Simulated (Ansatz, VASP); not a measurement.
**Cross-check of ZrC between VASP and Ansatz**

Aim: how closely do two programs agree when they are given the same cell, functional and k mesh?

Program: Ansatz 0.2.0. Level of theory: plane waves, with VASP 6.6.1 beside it; single point at PBEsol. Results are calculated unless marked as measured.

The database entry behind the starting cell differs from later determinations by our own check (an axis about 0.7 % long against later determinations), so it need not match the best structure at ambient conditions.

## Step 1: The starting structure

It takes space group Fm-3m (No. 225, cubic). Conventional cell: a = 4.730 Å, b = 4.730 Å, c = 4.730 Å, α = 90.00°, β = 90.00°, γ = 90.00°. Zr has 6 C at 2.37 Å nearest. Nearest to C lie 6 Zr at 2.37 Å. Farther neighbours are not listed.

## Step 2: VASP: single point, PBEsol

A single point gives forces, pressure and levels at one fixed geometry, so differences don't come from the geometry; what else differs is listed under the comparison.

Lines of VASP's logs that name or quote its potential files are left out, and so is its time.

The input, INCAR:

```
SYSTEM = ZrC
PREC = Accurate
ENCUT = 520
EDIFF = 1E-05
NELM = 100
ISMEAR = 0
SIGMA = 0.05
LREAL = .FALSE.
ALGO = Normal
GGA = PS
NBANDS = 14
LORBIT = 11
LWAVE = .FALSE.
LCHARG = .FALSE.
KPAR = 2
```

The input, POSCAR:

```
ZrC
1.0
    0.0000000000      2.3650000000      2.3650000000
    2.3650000000      0.0000000000      2.3650000000
    2.3650000000      2.3650000000      0.0000000000
Zr C
1 1
Direct
    0.5000000000      0.5000000000      0.5000000000
    0.0000000000      0.0000000000      0.0000000000
```

The input, KPOINTS:

```
Automatic mesh
0
Gamma
8 8 8
0 0 0
```

Potentials, in the order of the species: Zr_sv and C (PBE family, release 64).

On the command line:

```
$ mpirun -np 2 vasp_std
```

Numbers of over 12 decimals in the logs are rounded to 6 here.

What it wrote:

```text
[banner, memory and clock lines left out]
running    2 mpi-ranks, on    1 nodes
 distrk:  each k-point on    1 cores,    2 groups
 distr:  one band on    1 cores,    1 groups

 POSCAR found type information on POSCAR ZrC
 POSCAR found :  2 types and       2 ions
|                                                                             |
|               ----> ADVICE to this user running VASP <----                  |
|                                                                             |
|     You enforced a specific xc type in the INCAR file but a different       |
|     [... a line on the potential file left out ...]
|     I HOPE YOU KNOW WHAT YOU ARE DOING!                                     |
|                                                                             |

 LDA part: xc-table for (Slater+PW92), standard interpolation
 POSCAR, INCAR and KPOINTS ok, starting setup
 FFT: planning ... GRIDC
 FFT: planning ... GRID_SOFT
 FFT: planning ... GRID
 WAVECAR not read
 entering main loop
       N       E                     dE             d eps       ncg     rms          rms(c)
DAV:   1     0.103551173876E+03    0.10355E+03   -0.87441E+03   812   0.116E+03
DAV:   2    -0.170762326622E+02   -0.12063E+03   -0.11381E+03  1010   0.305E+02
DAV:   3    -0.236375465045E+02   -0.65613E+01   -0.65021E+01  1384   0.608E+01
DAV:   4    -0.238014965364E+02   -0.16395E+00   -0.16385E+00   928   0.652E+00
DAV:   5    -0.238034969750E+02   -0.20004E-02   -0.20003E-02  1154   0.628E-01    0.201E+01
DAV:   6    -0.207126419108E+02    0.30909E+01   -0.73558E+00   952   0.233E+01    0.734E+00
DAV:   7    -0.205731872895E+02    0.13945E+00   -0.46266E-01   936   0.584E+00    0.612E+00
DAV:   8    -0.205697005072E+02    0.34868E-02   -0.29794E-01   938   0.427E+00    0.392E+00
DAV:   9    -0.205447930747E+02    0.24907E-01   -0.71483E-02   926   0.191E+00    0.355E-01
DAV:  10    -0.205452198698E+02   -0.42680E-03   -0.20154E-03  1100   0.468E-01    0.398E-01
DAV:  11    -0.205449817865E+02    0.23808E-03   -0.84600E-04   908   0.233E-01    0.524E-02
DAV:  12    -0.205449775984E+02    0.41882E-05   -0.16820E-05   870   0.301E-02
   1 F= -.20544978E+02 E0= -.20544640E+02  d E =-.675910E-03
```

OUTCAR, selected parts (step 2):

```text
ion  position               nearest neighbor table
   1  0.500  0.500  0.500-   2 2.37   2 2.37   2 2.37   2 2.37   2 2.37   2 2.37
   2  0.000  0.000  0.000-   1 2.37   1 2.37   1 2.37   1 2.37   1 2.37   1 2.37

  LATTYP: Found a face centered cubic cell.
 ALAT       =     4.7300000000

 Subroutine GETGRP returns: Found 48 space group operations
 (whereof 48 operations were pure point group operations)

The static configuration has the point symmetry O_h .

 Found     29 irreducible k-points:

   k-points           NKPTS =     29   k-points in BZ     NKDIM =     29   number of bands    NBANDS=     14

   dimension x,y,z NGX =    28 NGY =   28 NGZ =   28
   dimension x,y,z NGXF=    56 NGYF=   56 NGZF=   56

   ENCUT  =  520.0 eV  38.22 Ry    6.18 a.u.   6.22  6.22  6.22*2*pi/ulx,y,z

   NELECT =      16.0000    total number of electrons

 k-points in reciprocal lattice and weights: Automatic mesh
   0.00000000  0.00000000  0.00000000       0.002
   0.12500000  0.00000000  0.00000000       0.016
   0.25000000  0.00000000  0.00000000       0.016
   0.37500000  0.00000000  0.00000000       0.016
   0.50000000  0.00000000  0.00000000       0.008
   0.12500000  0.12500000  0.00000000       0.012
   0.25000000  0.12500000  0.00000000       0.047
   0.37500000  0.12500000  0.00000000       0.047
   0.50000000  0.12500000  0.00000000       0.047
[...]
-0.37500000  0.50000000  0.12500000       0.023
  -0.25000000  0.50000000  0.25000000       0.012

 average (electrostatic) potential at core
       1 -73.3654       2 -44.5101

 E-fermi :   9.2225

 k-point     1 :       0.0000    0.0000    0.0000
  band No.  band energies     occupation
      1     -38.7702      2.00000
      2     -16.5229      2.00000
      3     -16.5229      2.00000
      4     -16.5229      2.00000
      5      -1.9358      2.00000
      6      10.2264      0.00000
      7      10.2264      0.00000
      8      10.2264      0.00000
      9      10.3263      0.00000
     10      10.3263      0.00000
    ...

 k-point     2 :       0.1250    0.0000    0.0000
  band No.  band energies     occupation
    ...
      4     -16.5342      2.00000
      5      -1.5948      2.00000
      6       8.5239      2.00000
      7       8.9079      2.00000
      8       8.9079      2.00000
      9      10.8253      0.00000
     10      10.8253      0.00000
     11      11.2928      0.00000
     12      13.5655      0.00000
     13      13.5655      0.00000
    ...

 k-point     3 :       0.2500    0.0000    0.0000
  band No.  band energies     occupation
    ...
      4     -16.5612      2.00000
      5      -0.6983      2.00000
      6       6.5572      2.00000
      7       7.5547      2.00000
      8       7.5547      2.00000
      9      11.7754      0.00000
     10      11.7754      0.00000
     11      11.9994      0.00000
     12      15.9431      0.00000
     13      15.9431      0.00000
    ...

  Total       -1.3473474     -1.3473474     -1.3473474     -0.0000000     -0.0000000     -0.0000000
  in kB      -81.5955997    -81.5955997    -81.5955997     -0.0000000     -0.0000000     -0.0000000
  external PRESSURE =     -81.5955997 kB  Pullay stress =       0.0000000 kB

  energy-cutoff  :      520.00
  volume of cell :       26.46
      direct lattice vectors                 reciprocal lattice vectors
     0.000000000  2.365000000  2.365000000    -0.211416490  0.211416490  0.211416490
     2.365000000  0.000000000  2.365000000     0.211416490 -0.211416490  0.211416490
     2.365000000  2.365000000  0.000000000     0.211416490  0.211416490 -0.211416490

 POSITION                                       TOTAL-FORCE (eV/Angst)
 -----------------------------------------------------------------------------------
      2.36500      2.36500      2.36500         0.000000     -0.000000      0.000000
      0.00000      0.00000      0.00000        -0.000000      0.000000     -0.000000
 -----------------------------------------------------------------------------------
    total drift:                                0.000000      0.000000      0.000000

  FREE ENERGIE OF THE ION-ELECTRON SYSTEM (eV)
  ---------------------------------------------------
  free  energy   TOTEN  =       -20.5449775984 eV

  energy  without entropy=      -20.5443016881  energy(sigma->0) =      -20.54463964

 total charge
# of ion       s       p       d       tot
------------------------------------------
    1        2.173   6.035   1.614   9.822
    2        0.877   1.451   0.000   2.328
--------------------------------------------------
tot          3.051   7.486   1.614  12.151

[... 3 further parts left out ...]
```

The run ends at a pressure of -8.16 GPa.

## Step 3: Ansatz: single point, PBEsol

Ansatz runs on its default PAW (the set named soft_2) files.

The same cell, functional, mesh and smearing now go to Ansatz, which takes its cutoff from its data sets.

The input, input.yaml:

```yaml
crystal:
  lattice:
    - [0.0, 2.365, 2.365]
    - [2.365, 0.0, 2.365]
    - [2.365, 2.365, 0.0]
  atoms:
    - { symbol: Zr, position: [0.5, 0.5, 0.5] }
    - { symbol: C, position: [0.0, 0.0, 0.0] }
hamiltonian:
  xc: pbesol
  pseudopotentials: { kind: paw }
kpoints:
  mp_grid: { grid: [8, 8, 8] }
scf:
  occupations: { method: gaussian, width: 0.05 }
  n_extra_bands: 4
output:
  forces: true
  stress: true
  eigenvalues: true
```

On the command line:

```
$ ansatz run input.yaml --threads 2 --pin off --max-ram 4608MiB --backend cpu --events-out ev --progress --plain --runs-dir out
```

What it wrote:

```text
scf.n_extra_bands = 4 over 8 filled bands (N_el = 16.0): the run solves 12 bands
Engine: ansatz 0.2.0, x86_64-unknown-linux-gnu
Pseudopotentials: kind: paw
Pseudopotential: Zr, paw, valence charge 12, recommended cutoff 420 eV (normal), Zr.paw.azcp
Pseudopotential: C, paw, valence charge 4, recommended cutoff 420 eV (normal), C.paw.azcp
Functional definition: PBEsol
  exchange = pbesol_x
  correlation = pbesol_c
Crystal: 2 atoms, lattice volume = 26.456 Å³
Basis set: ecut = 420 eV, 531 PW (Γ), exchange–correlation on 48×48×48 points (8 copies of the dense FFT grid, shifted against one another)
Bands: 12, of which v1, the nominal top of the filled ones, is band 8 counted from 1 (7 counted from 0)
Symmetry: 48 space group operations
Space group: Fm-3m (ITA 225), of the structure as read, at distance tolerance 3.0e-5 Å
k-points: 29 of 512
Non-local potential: Zr, projectors of the file, l = 0: 3, l = 1: 2, l = 2: 2, l = 3: 2
Non-local potential: C, projectors of the file, l = 0: 2, l = 1: 2, l = 2: 1
PAW form: soft (Blöchl's): semilocal exchange-correlation on the pseudo side does not see the compensation charge
PAW frozen core: Zr, regenerated for the run's functional, and the local potential with it (the file was generated under x = pbe(κ = 0.804, μ = 0.219515), c = pbe(β = 0.066725))
PAW frozen core: C, regenerated for the run's functional, and the local potential with it (the file was generated under x = pbe(κ = 0.804, μ = 0.219515), c = pbe(β = 0.066725))
PAW one-centre angular grid: Zr, 590 points (default); XC on 64 Gauss nodes
PAW one-centre angular grid: C, 110 points (default); XC on 64 Gauss nodes
Initial density: superposition of atomic densities (neutral atoms: chi_scale 0, normalization atom), corrected by the library's trained network
Initial wavefunctions: pseudopotential atomic-orbital guess
Functional: x = pbesol(κ = 0.804, μ = 0.123457), c = pbesol(β = 0.046)
SCF iter   1: F=—  HF=-4377.148225 eV  |F-HF|=—  |Δ(HF+E_count)|=         —  Δρ=8.19e-3  dr2=2.24e-2  ethr=1.77e-3  ⟨swp⟩=5.0  Hψ=1741  notcnv=0
preconditioner: auto → none  [insulator: Δε(μ)=0.137 eV  Ē_g=17.851 eV  σ=0.050 eV  W_gap=0.51  n_scr=8 (ndim 8)  ℏωp=27.0 eV  f_vac=0.000  D(μ)=0.57/eV (n_scr^D=0)  ε∞_Penn≈3.3]
SCF iter   2: F=—  HF=-4377.142975 eV  |F-HF|=—  |Δ(HF+E_count)|=   5.25e-3  Δρ=2.36e-3  dr2=1.89e-3  ethr=1.40e-4  ⟨swp⟩=1.6  Hψ=610  notcnv=0
SCF iter   3: F=—  HF=-4377.142610 eV  |F-HF|=—  |Δ(HF+E_count)|=   3.65e-4  Δρ=4.09e-4  dr2=2.88e-5  ethr=1.18e-5  ⟨swp⟩=2.0  Hψ=434  notcnv=0
SCF iter   4: F=—  HF=-4377.142610 eV  |F-HF|=—  |Δ(HF+E_count)|=   7.53e-8  Δρ=9.12e-5  dr2=1.23e-6  ethr=1.80e-7  ⟨swp⟩=2.1  Hψ=435  notcnv=0
iter 5 did not close the SCF: its close was put off for the readings that it lacked (scf_convergence_deferred on its scf_iter line)
SCF iter   5: F=-4377.142610 eV  HF=-4377.142610 eV  |F-HF|=5.60e-10  |Δ(HF+E_count)|=   2.67e-7  Δρ=4.41e-6  dr2=1.87e-9  ethr=7.69e-9  ⟨swp⟩=2.3  Hψ=467  notcnv=0
SCF iter   6: F=-4377.142610 eV  HF=-4377.142610 eV  |F-HF|=3.64e-12  |Δ(HF+E_count)|=   2.11e-9  Δρ=6.17e-7  dr2=3.17e-11  ethr=1.17e-11  ⟨swp⟩=1.8  Hψ=1088  notcnv=0
SCF 1 converged in 6 iterations: F = -4377.142610 eV  dr2 = 3.17e-11
  greatest PAW one-centre occupation: 0.996 electrons in one spin orbital (limit 2), on the Zr atom at site 0 (counted from 0), in its partial waves of l = 0
SCF converged after 6 iterations
Free energy (F): -4377.142610 eV
Harris-Foulkes:  -4377.142610 eV  (|F-HF|=3.64e-12)
Internal energy: -4377.141934 eV  (E = F + TS)
E sigma→0 (E₀):  -4377.142272 eV
Entropy (-TS):   -0.000676 eV (-0.338 meV/atom)
Fermi energy:    14.373411 eV
--- Per-component energies (eV) ---
  E_band       = -55.188444
  E_kinetic    = 420.497506
  E_local      = -605.243262  (includes V_loc(G=0)·N_el)
  E_nonlocal   = 105.970839
  E_hartree    = 180.665412
  E_xc         = -209.250856
  E_vxc        = -251.110433  (∫ρ·V_xc dr)
  E_paw        = -2994.104606  (= ΣΔE_a)
  E_vpaw       = -86.633958  (= ΣTr[D̂ρ^β])
  E_aug_tail   = 0.000038  (compensation charges beyond the density's cutoff)
  E_ewald      = -1275.863827
  E_core_change = 0.186821  (= ΣΔE_core)
  E_smearing   = -0.000676  (= −TS)
  E_closure    = 0.000000  (closes the sum)
  Σ components = -4377.142610   (vs F -4377.142610, Δ=0.00e0)
--- Forces (eV/Å), atoms counted from 1 ---
  atom   1  Zr     0.00000000    -0.00000000    -0.00000000
  atom   2  C     -0.00000000    -0.00000000    -0.00000000
  max |Σ_I F_I| component: 2.44e-29 eV/Å
--- Stress (GPa, compression-positive) ---
       -8.511802      -0.000000       0.000000
        0.000000      -8.511802      -0.000000
        0.000000       0.000000      -8.511802
  P = ⅓ Tr σ = -8.5118 GPa (-85.118 kbar)
--- Band table (eV; the first three rows and the last of 29) ---
  k-point 0: bands = [... 4 lower, 3.2097, 15.3762, 15.3762, 15.3762, 15.4786, 15.4786, 15.4786, 17.1784]
  k-point 1: bands = [... 4 lower, 3.5513, 13.6747, 14.0577, 14.0577, 15.9767, 15.9767, 16.4434, 18.7120]
  k-point 2: bands = [... 4 lower, 4.4491, 11.7078, 12.7043, 12.7043, 16.9260, 16.9260, 17.1497, 21.0875]
  k-point 28: bands = [... 4 lower, 5.0811, 11.8241, 12.0791, 12.0791, 17.6508, 17.6508, 19.9749, 21.2991]
```

The job ended after 0.61 s (2 threads of AMD EPYC 9R45, shared host; peak memory 0.33 GiB).

Reading the cycles: dr2 is the Hartree energy of the density residual (eV), the measure of convergence; HF is the Harris–Foulkes estimate of the energy, which meets the free energy F at convergence.

The run ends at a pressure of -8.51 GPa.

## Step 4: Comparison

Known differences besides the potentials themselves: the cutoff is 420 eV in Ansatz and 520 eV in VASP; Ansatz makes its cores anew for this functional, VASP keeps those of its PBE data sets; VASP leaves aspherical gradient terms in its spheres out (LASPH is not set), Ansatz keeps them. Total energies have different zeros and are not compared.

Compared:

| quantity | Ansatz | VASP | difference |
| --- | --- | --- | --- |
| pressure (GPa) | -8.51 | -8.16 | -0.35 |
| pressure without Ansatz's Pulay correction (GPa) | -8.71 | -8.16 | -0.55 |

Ansatz's pressure holds a Pulay correction of 0.20 GPa; VASP's holds none.

## Step 5: Summary of results

* difference in pressure (single point, PBEsol): -0.35 GPa

**Reading.** The difference in pressure is -0.35 GPa (single point, PBEsol), within the 1 GPa picked in this series as the mark of a large difference. How closely two codes agree says nothing of how well the functional describes the real material.

[Lines on the potential files, build, host, timing and source positions are cut from VASP's logs without a mark.]

[Logs are printed without paths, hosts, clocks, repeated set-up lines and the standing remarks that a program may print on its own settings, such as how far it seeks lower states.]

[Hosts, paths, dates, database ids (printed as entryN), source tags and the programs' standing remarks are cut or masked in the printed files.]
